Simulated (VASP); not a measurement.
# GaB (P4/mmm) in VASP: further runs, part 2 of 2

VASP 6.6.1. Earlier steps stand in the parts before.

## (3) Band structure, RPBE

The input, POSCAR:

```
GaB
1.0
    2.7182400000      0.0000000000      0.0000000000
    0.0000000000      2.7182400000      0.0000000000
    0.0000000000      0.0000000000      3.2362100000
Ga B
1 1
Direct
    0.5000000000      0.5000000000      0.5000000000
    0.0000000000      0.0000000000      0.0000000000
```

The input, INCAR.step1:

```
PREC     = Accurate       # precision mode
ENCUT    = 520            # plane-wave cutoff, eV
EDIFF    = 1E-6           # SCF threshold, eV
ISMEAR   = -1             # smearing method
SIGMA    = 0.05           # smearing width, eV
LREAL    = False          # projectors in reciprocal space
LASPH    = True           # aspherical terms in the spheres
NELM     = 60             # most SCF steps
ALGO     = Normal         # electronic algorithm
ISIF     = 2              # what is computed and relaxed
LWAVE    = False          # write WAVECAR
LCHARG   = True           # write CHGCAR
GGA      = RP             # functional
```

The input, KPOINTS.step1:

```
regular mesh
0
Gamma
  10 10 8
```

The input, INCAR.step2:

```
PREC     = Accurate       # precision mode
ENCUT    = 520            # plane-wave cutoff, eV
EDIFF    = 1E-6           # SCF threshold, eV
ISMEAR   = 0              # smearing method
SIGMA    = 0.05           # smearing width, eV
LREAL    = False          # projectors in reciprocal space
LASPH    = True           # aspherical terms in the spheres
NELM     = 60             # most SCF steps
ALGO     = Normal         # electronic algorithm
ISIF     = 2              # what is computed and relaxed
LWAVE    = False          # write WAVECAR
LCHARG   = False          # write CHGCAR
GGA      = RP             # functional
ICHARG   = 11             # starting density
```

The input, KPOINTS.step2:

```
path GXMGZRAZ,XR,MA
20
line-mode
reciprocal
 0.0000000000  0.0000000000  0.0000000000  G
 0.0000000000  0.5000000000  0.0000000000  X

 0.0000000000  0.5000000000  0.0000000000  X
 0.5000000000  0.5000000000  0.0000000000  M

 0.5000000000  0.5000000000  0.0000000000  M
 0.0000000000  0.0000000000  0.0000000000  G

 0.0000000000  0.0000000000  0.0000000000  G
 0.0000000000  0.0000000000  0.5000000000  Z

 0.0000000000  0.0000000000  0.5000000000  Z
 0.0000000000  0.5000000000  0.5000000000  R

 0.0000000000  0.5000000000  0.5000000000  R
 0.5000000000  0.5000000000  0.5000000000  A

 0.5000000000  0.5000000000  0.5000000000  A
 0.0000000000  0.0000000000  0.5000000000  Z

 0.0000000000  0.5000000000  0.0000000000  X
 0.0000000000  0.5000000000  0.5000000000  R

 0.5000000000  0.5000000000  0.0000000000  M
 0.5000000000  0.5000000000  0.5000000000  A
```

Potentials or basis: VASP PAW PBE potentials, release 64 (Ga_d, B).

The run is started by

```sh
> cat potpaw_PBE.64/Ga_d/POTCAR potpaw_PBE.64/B/POTCAR > POTCAR
> cp INCAR.step1 INCAR
> cp KPOINTS.step1 KPOINTS
> mpirun -np 1 vasp_std > vasp.out
> cp INCAR.step2 INCAR
> cp KPOINTS.step2 KPOINTS
> mpirun -np 1 vasp_std > vasp.out
```

OUTCAR:

```text
PREC = Accurate
   ENCUT = 520
   EDIFF = 1E-6
   ISMEAR = 0
   LREAL = False
   LASPH = True
   NELM = 60
   ISIF = 2
   GGA = RP
   ICHARG = 11

 ion  position               nearest neighbor table
   1  0.500  0.500  0.500-   2 2.51   2 2.51   2 2.51   2 2.51   2 2.51   2 2.51   2 2.51   2 2.51

   2  0.000  0.000  0.000-   1 2.51   1 2.51   1 2.51   1 2.51   1 2.51   1 2.51   1 2.51   1 2.51

  LATTYP: Found a simple tetragonal cell.
 ALAT       =     2.7182400000
 C/A-ratio  =     1.1905534463

[... 543 lines left out ...]

  FORCE on cell =-STRESS in cart. coord.  units (eV):
  Direction    XX          YY          ZZ          XY          YZ          ZX
  --------------------------------------------------------------------------------------
  -------------------------------------------------------------------------------------
  Total        3.1483868      3.1483868     -2.0184270      0.0000000     -0.0000000      0.0000000
  in kB      210.9533264    210.9533264   -135.2419217      0.0000000     -0.0000000      0.0000000
  external PRESSURE =      95.5549104 kB  Pullay stress =       0.0000000 kB

 VOLUME and BASIS-vectors are now :
 -----------------------------------------------------------------------------
  energy-cutoff  :      520.00
  volume of cell :       23.91
      direct lattice vectors                 reciprocal lattice vectors
     2.718240000  0.000000000  0.000000000     0.367885102  0.000000000  0.000000000
     0.000000000  2.718240000  0.000000000     0.000000000  0.367885102  0.000000000
     0.000000000  0.000000000  3.236210000     0.000000000  0.000000000  0.309003433

 POSITION                                       TOTAL-FORCE (eV/Angst)
 -----------------------------------------------------------------------------------
      1.35912      1.35912      1.61810         0.000000      0.000000      0.000000
      0.00000      0.00000      0.00000         0.000000      0.000000      0.000000
 -----------------------------------------------------------------------------------
    total drift:                                0.000000      0.000000      0.000000

  FREE ENERGIE OF THE ION-ELECTRON SYSTEM (eV)
  ---------------------------------------------------
  free  energy   TOTEN  =        -6.1874434478 eV

  energy  without entropy=       -6.1865474315  energy(sigma->0) =       -6.18699544
```

OSZICAR.step1:

```text
N       E                     dE             d eps       ncg     rms          rms(c)
DAV:   1     0.575433918610E+02    0.57543E+02   -0.83644E+03  2572   0.233E+03
DAV:   2    -0.346324934646E+01   -0.61007E+02   -0.58359E+02  2732   0.316E+02
DAV:   3    -0.668446189006E+01   -0.32212E+01   -0.31301E+01  2944   0.587E+01
DAV:   4    -0.673036708615E+01   -0.45905E-01   -0.45160E-01  3016   0.678E+00
DAV:   5    -0.673087842622E+01   -0.51134E-03   -0.51125E-03  2992   0.682E-01    0.210E+00
DAV:   6    -0.653503378531E+01    0.19584E+00   -0.30235E-01  3800   0.129E+01    0.930E-01
DAV:   7    -0.651759370120E+01    0.17440E-01   -0.35410E-02  3652   0.172E+00    0.417E-01
DAV:   8    -0.651434753643E+01    0.32462E-02   -0.39818E-03  2936   0.106E+00    0.642E-02
DAV:   9    -0.651423661719E+01    0.11092E-03   -0.44892E-04  3096   0.479E-01    0.165E-02
DAV:  10    -0.651423793097E+01   -0.13138E-05   -0.19643E-05  2792   0.495E-02    0.578E-03
DAV:  11    -0.651423813417E+01   -0.20320E-06   -0.14836E-06  2288   0.186E-02
   1 F= -.65142381E+01 E0= -.65115510E+01  d E =-.537419E-02
```

Wall time 44 s (1 thread of AMD EPYC 7R13 (Zen 3), shared host); peak memory 0.13 GiB.

What came out:

```yaml
Band_gap_along_the_path: none (metal or under the smearing width)
```

Levels at the corners of the path, in eV from the Fermi level:
| point | band 5 | band 6 | band 7 | band 8 | band 9 | band 10 | band 11 | band 12 |
| --- | --- | --- | --- | --- | --- | --- | --- | --- |
| Γ | -14.80 | -13.33 | -1.65 | 1.92 | 2.74 | 2.74 | 9.14 | 9.52 |
| X | -14.82 | -8.65 | -8.21 | 1.92 | 5.13 | 5.54 | 5.59 | 5.63 |
| X | -14.82 | -8.65 | -8.21 | 1.92 | 5.13 | 5.54 | 5.59 | 5.63 |
| M | -14.65 | -4.46 | -4.46 | -3.58 | -1.87 | 3.32 | 7.75 | 7.75 |
| M | -14.65 | -4.46 | -4.46 | -3.58 | -1.87 | 3.32 | 7.75 | 7.75 |
| Γ | -14.80 | -13.33 | -1.65 | 1.92 | 2.74 | 2.74 | 9.14 | 9.52 |
| Γ | -14.80 | -13.33 | -1.65 | 1.92 | 2.74 | 2.74 | 9.14 | 9.52 |
| Z | -14.79 | -9.90 | -9.86 | 4.39 | 4.39 | 8.09 | 9.67 | 9.67 |
| Z | -14.79 | -9.90 | -9.86 | 4.39 | 4.39 | 8.09 | 9.67 | 9.67 |
| R | -14.74 | -5.45 | -5.31 | -5.11 | -4.15 | 5.54 | 10.35 | 12.05 |
| R | -14.74 | -5.45 | -5.31 | -5.11 | -4.15 | 5.54 | 10.35 | 12.05 |
| A | -14.65 | -2.03 | -1.32 | -1.32 | -0.41 | 0.16 | 0.16 | 1.45 |
| A | -14.65 | -2.03 | -1.32 | -1.32 | -0.41 | 0.16 | 0.16 | 1.45 |
| Z | -14.79 | -9.90 | -9.86 | 4.39 | 4.39 | 8.09 | 9.67 | 9.67 |
| X | -14.82 | -8.65 | -8.21 | 1.92 | 5.13 | 5.54 | 5.59 | 5.63 |
| R | -14.74 | -5.45 | -5.31 | -5.11 | -4.15 | 5.54 | 10.35 | 12.05 |
| M | -14.65 | -4.46 | -4.46 | -3.58 | -1.87 | 3.32 | 7.75 | 7.75 |
| A | -14.65 | -2.03 | -1.32 | -1.32 | -0.41 | 0.16 | 0.16 | 1.45 |

Caveat: the log is that of the step along the path at fixed density, whose energy, stress, charges and moments have no meaning; the PAW data sets were made with another functional, which shifts forces and pressure a little.

## (4) Band structure, revPBE

POSCAR is that of step 3.

Edit INCAR.step1 of step 3 so:

```diff
@@ -12,2 +12,2 @@
 LCHARG   = True           # write CHGCAR
-GGA      = RP             # functional
+GGA      = RE             # functional
```

KPOINTS.step1 is that of step 3.

Edit INCAR.step2 of step 3 so:

```diff
@@ -12,3 +12,3 @@
 LCHARG   = False          # write CHGCAR
-GGA      = RP             # functional
+GGA      = RE             # functional
 ICHARG   = 11             # starting density
```

KPOINTS.step2 is that of step 3.

The run is started by

```sh
> cat potpaw_PBE.64/Ga_d/POTCAR potpaw_PBE.64/B/POTCAR > POTCAR
> cp INCAR.step1 INCAR
> cp KPOINTS.step1 KPOINTS
> mpirun -np 1 vasp_std > vasp.out
> cp INCAR.step2 INCAR
> cp KPOINTS.step2 KPOINTS
> mpirun -np 1 vasp_std > vasp.out
```

Run time: 46 s. Hardware: 1 thread of AMD EPYC 7R13 (Zen 3), shared host; peak memory 0.13 GiB.

Results (log left out):

```yaml
Band_gap_along_the_path: none (metal or under the smearing width)
```

Levels at the corners of the path, in eV from the Fermi level:
```
point  band 4  band 5  band 6  band 7  band 8  band 9  band 10  band 11  band 12
    Γ  -14.84  -14.79  -13.33   -1.65    1.92    2.74     2.74     9.15     9.53
    X  -14.90  -14.82   -8.64   -8.21    1.92    5.13     5.54     5.58     5.63
    X  -14.90  -14.82   -8.64   -8.21    1.92    5.13     5.54     5.58     5.63
    M  -14.89  -14.64   -4.46   -4.46   -3.57   -1.89     3.32     7.73     7.73
    M  -14.89  -14.64   -4.46   -4.46   -3.57   -1.89     3.32     7.73     7.73
    Γ  -14.84  -14.79  -13.33   -1.65    1.92    2.74     2.74     9.15     9.53
    Γ  -14.84  -14.79  -13.33   -1.65    1.92    2.74     2.74     9.15     9.53
    Z  -14.88  -14.79   -9.90   -9.85    4.38    4.38     8.07     9.65     9.66
    Z  -14.88  -14.79   -9.90   -9.85    4.38    4.38     8.07     9.65     9.66
    R  -14.85  -14.74   -5.45   -5.31   -5.09   -4.17     5.53    10.34    12.03
    R  -14.85  -14.74   -5.45   -5.31   -5.09   -4.17     5.53    10.34    12.03
    A  -14.75  -14.64   -2.02   -1.32   -1.32   -0.40     0.16     0.16     1.42
    A  -14.75  -14.64   -2.02   -1.32   -1.32   -0.40     0.16     0.16     1.42
    Z  -14.88  -14.79   -9.90   -9.85    4.38    4.38     8.07     9.65     9.66
    X  -14.90  -14.82   -8.64   -8.21    1.92    5.13     5.54     5.58     5.63
    R  -14.85  -14.74   -5.45   -5.31   -5.09   -4.17     5.53    10.34    12.03
    M  -14.89  -14.64   -4.46   -4.46   -3.57   -1.89     3.32     7.73     7.73
    A  -14.75  -14.64   -2.02   -1.32   -1.32   -0.40     0.16     0.16     1.42
```

Caveat: the log is that of the step along the path at fixed density, whose energy, stress, charges and moments have no meaning; the PAW data sets were made with another functional, which shifts forces and pressure a little.
